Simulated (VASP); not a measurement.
Here is a VASP 6.6.1 calculation.

Contents of INCAR:

```
SYSTEM = YS
  PREC = Accurate
  ENCUT = 520
  EDIFF = 1E-7
  ISMEAR = 0
  SIGMA = 0.02
  LREAL = .False.
  LASPH = .True.
  NELM = 100
  ALGO = Fast
  ISIF = 2
  LWAVE = .False.
  LCHARG = .False.
  MAGMOM = 0 0 0 0 0 0
  LORBIT = 11
  LSORBIT = .True.
  GGA_COMPAT = .False.
  LMAXMIX = 4
  GGA = PS
  KPAR = 4
```

The input KPOINTS:

```
Automatic mesh
0
Gamma
  10 10 10
  0 0 0
```

The input POSCAR:

```
YS                                      
1.0
    0.0000000000      2.6736753596      2.6736753596
    2.6736753596      0.0000000000      2.6736753596
    2.6736753596      2.6736753596      0.0000000000
  Y               S             
     1     1
Direct
     0.5000000000000000    0.5000000000000000    0.5000000000000000
     0.0000000000000000    0.0000000000000000    0.0000000000000000
```

Potentials or basis: VASP PAW PBE potentials, release 64 (Y_sv, S).

The run is started by

```bash
$ cat potpaw_PBE.64/Y_sv/POTCAR potpaw_PBE.64/S/POTCAR > POTCAR
$ mpirun -np 4 vasp_ncl > vasp.out
```

Estimate the pressure.

7.3 GPa.

Estimate the net moment.

0.00 μB per cell.

Moments on the atoms (μB; x, y, z):
```
Y   0.00 0.00 0.00
S   0.00 0.00 0.00
```

Caveat: the PAW data sets were made with another functional, which shifts forces and pressure a little.
